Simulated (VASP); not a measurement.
Level of theory: PBE GGA, VASP's PBE PAW potentials (set 64) (plane waves; VASP).

The input files of a VASP run:

File POSCAR:
```
TiAl
1
    2.8300000000     0.0000000000     0.0000000000
    0.0000000000     2.8300000000     0.0000000000
    0.0000000000     0.0000000000     4.0700000000
Ti Al
1 1
Direct
  0.0000000000   0.0000000000   0.0000000000
  0.5000000000   0.5000000000   0.5000000000
```

File KPOINTS:
```
K-points
0
Gamma
12 12 8
0 0 0
```

### INCAR
```
! general
SYSTEM  = TiAl
PREC    = Accurate
ENCUT   = 520   ! plane-wave cut-off (eV)
LREAL   = .FALSE.
LASPH   = .TRUE.

! electronic loop
EDIFF   = 1E-6
NELM    = 100   ! most electronic steps
ALGO    = Normal   ! blocked Davidson
LMAXMIX = 4   ! l cut-off of mixed one-centre charges

! smearing
ISMEAR  = 1   ! Methfessel-Paxton
SIGMA   = 0.1   ! width (eV)

! functional
GGA     = PE

! ions
IBRION  = 2
NSW     = 60   ! most ionic steps
ISIF    = 3
EDIFFG  = -0.01   ! ionic stop

! output
LWAVE   = .FALSE.
LCHARG  = .FALSE.
```

POTCAR, in this order: Ti_sv Al (PBE.64 set). Program: vasp_std.

The resulting files:

OUTCAR:
```
 ion  position               nearest neighbor table
   1  0.000  0.000  0.000-   2 2.85   2 2.85   2 2.85   2 2.85   2 2.85   2 2.85   2 2.85   2 2.85
  LATTYP: Found a simple tetragonal cell.
 ALAT       =     2.8300000000
 C/A-ratio  =     1.4381625442
 Subroutine PRICEL returns:
 Original cell was already a primitive cell.
 Subroutine GETGRP returns: Found 16 space group operations
The static configuration has the point symmetry D_4h.
The dynamic configuration has the point symmetry D_4h.
 Subroutine INISYM returns: Found 16 space group operations
 Subroutine IBZKPT returns following result:
 Found    140 irreducible k-points:

 Following reciprocal coordinates:
            Coordinates               Weight
  0.000000  0.000000  0.000000      1.000000
  0.083333  0.000000  0.000000      4.000000
  0.166667  0.000000  0.000000      4.000000
  0.250000  0.000000  0.000000      4.000000
  0.333333  0.000000  0.000000      4.000000
  0.416667  0.000000  0.000000      4.000000
  0.500000  0.000000  0.000000      2.000000
  0.083333  0.083333  0.000000      4.000000
  0.166667  0.083333  0.000000      8.000000
...
```

File OSZICAR:
```
       N       E                     dE             d eps       ncg     rms          rms(c)
DAV:   1     0.897446866876E+02    0.89745E+02   -0.74526E+03  3080   0.138E+03
DAV:   2    -0.829555566202E+01   -0.98040E+02   -0.95532E+02  3110   0.335E+02
DAV:   3    -0.138146892474E+02   -0.55191E+01   -0.53105E+01  4943   0.783E+01
DAV:   4    -0.139954232541E+02   -0.18073E+00   -0.17911E+00  3862   0.119E+01
DAV:   5    -0.140032759508E+02   -0.78527E-02   -0.78452E-02  4450   0.230E+00    0.962E+00
DAV:   6    -0.125513885443E+02    0.14519E+01   -0.12781E+01  3871   0.387E+01    0.337E+00
DAV:   7    -0.124076914298E+02    0.14370E+00   -0.12339E+00  3585   0.118E+01    0.186E+00
DAV:   8    -0.123956739120E+02    0.12018E-01   -0.15544E-01  3515   0.448E+00    0.512E-01
DAV:   9    -0.123938695982E+02    0.18043E-02   -0.28026E-02  3746   0.222E+00    0.227E-01
DAV:  10    -0.123940354187E+02   -0.16582E-03   -0.17116E-03  3864   0.485E-01    0.507E-02
DAV:  11    -0.123940194483E+02    0.15970E-04   -0.41370E-04  4193   0.221E-01    0.441E-02
DAV:  12    -0.123940218217E+02   -0.23734E-05   -0.25661E-05  3566   0.570E-02    0.120E-02
DAV:  13    -0.123940213561E+02    0.46568E-06   -0.12922E-06  2508   0.118E-02
   1 F= -.12394021E+02 E0= -.12394221E+02  d E =-.123940E+02
       N       E                     dE             d eps       ncg     rms          rms(c)
DAV:   1    -0.124073319312E+02   -0.13310E-01   -0.26295E-01  3509   0.789E+00    0.100E+00
DAV:   2    -0.123955546313E+02    0.11777E-01   -0.10504E-01  3719   0.395E+00    0.246E-01
DAV:   3    -0.123938067329E+02    0.17479E-02   -0.10470E-02  3582   0.103E+00    0.809E-02
DAV:   4    -0.123939007568E+02   -0.94024E-04   -0.16443E-03  3520   0.316E-01    0.515E-02
DAV:   5    -0.123940743597E+02   -0.17360E-03   -0.25590E-04  4489   0.110E-01    0.275E-02
DAV:   6    -0.123941400665E+02   -0.65707E-04   -0.14953E-04  4689   0.637E-02    0.144E-02
DAV:   7    -0.123941479589E+02   -0.78924E-05   -0.16538E-05  3938   0.340E-02    0.236E-03
DAV:   8    -0.123941476740E+02    0.28487E-06   -0.18270E-06  2746   0.146E-02
   2 F= -.12394148E+02 E0= -.12394354E+02  d E =-.126318E-03
       N       E                     dE             d eps       ncg     rms          rms(c)
DAV:   1    -0.123965378276E+02   -0.23899E-02   -0.44916E-02  3506   0.327E+00    0.420E-01
DAV:   2    -0.123945355460E+02    0.20023E-02   -0.18880E-02  3735   0.166E+00    0.105E-01
DAV:   3    -0.123942057937E+02    0.32975E-03   -0.19378E-03  3606   0.443E-01    0.323E-02
DAV:   4    -0.123942219202E+02   -0.16127E-04   -0.27290E-04  3522   0.126E-01    0.207E-02
DAV:   5    -0.123942505735E+02   -0.28653E-04   -0.48954E-05  4511   0.485E-02    0.122E-02
DAV:   6    -0.123942585900E+02   -0.80165E-05   -0.22647E-05  4455   0.260E-02    0.554E-03
DAV:   7    -0.123942591751E+02   -0.58514E-06   -0.29702E-06  3173   0.136E-02
   3 F= -.12394259E+02 E0= -.12394463E+02  d E =-.237819E-03
```

OUTCAR:
```
------------------------ aborting loop because EDIFF is reached ----------------------------------------
  FORCE on cell =-STRESS in cart. coord.  units (eV):
  Direction    XX          YY          ZZ          XY          YZ          ZX
  --------------------------------------------------------------------------------------
  Total        0.0067217      0.0067217      0.0004008      0.0000000      0.0000000      0.0000000
  in kB        0.3318710      0.3318710      0.0197872      0.0000000      0.0000000      0.0000000
  external PRESSURE =       0.2278431 kB  Pullay stress =       0.0000000 kB
  volume of cell :       32.45
      direct lattice vectors                 reciprocal lattice vectors
     2.825887002  0.000000000  0.000000000     0.353871191  0.000000000  0.000000000
     0.000000000  2.825887002  0.000000000     0.000000000  0.353871191  0.000000000
     0.000000000  0.000000000  4.063592502     0.000000000  0.000000000  0.246087667
 POSITION                                       TOTAL-FORCE (eV/Angst)
 -----------------------------------------------------------------------------------
      0.00000      0.00000      0.00000         0.000000      0.000000      0.000000
      1.41294      1.41294      2.03180         0.000000      0.000000      0.000000
 -----------------------------------------------------------------------------------
    total drift:                                0.000000      0.000000      0.000000
  FREE ENERGIE OF THE ION-ELECTRON SYSTEM (eV)
  ---------------------------------------------------
  free  energy   TOTEN  =       -12.3942591751 eV

  energy  without entropy=      -12.3948703380  energy(sigma->0) =      -12.39446290

 reached required accuracy - stopping structural energy minimisation
```
(Selected blocks of OUTCAR.)

**CONTCAR**
```
TiAl
   1.00000000000000
     2.8258870018023727    0.0000000000000000    0.0000000000000000
     0.0000000000000000    2.8258870018023727    0.0000000000000000
     0.0000000000000000    0.0000000000000000    4.0635925023393646
  Ti              Al
     1     1
Direct
     0.0000000000000000    0.0000000000000000    0.0000000000000000
     0.5000000000000000    0.5000000000000000    0.5000000000000000
```

The compound is TiAl in the L1_0 structure. This run relaxes it. Symmetry was kept, so distortions that lower it aren't found. The electron count is odd and the run is not spin-polarised, which forces a metal.
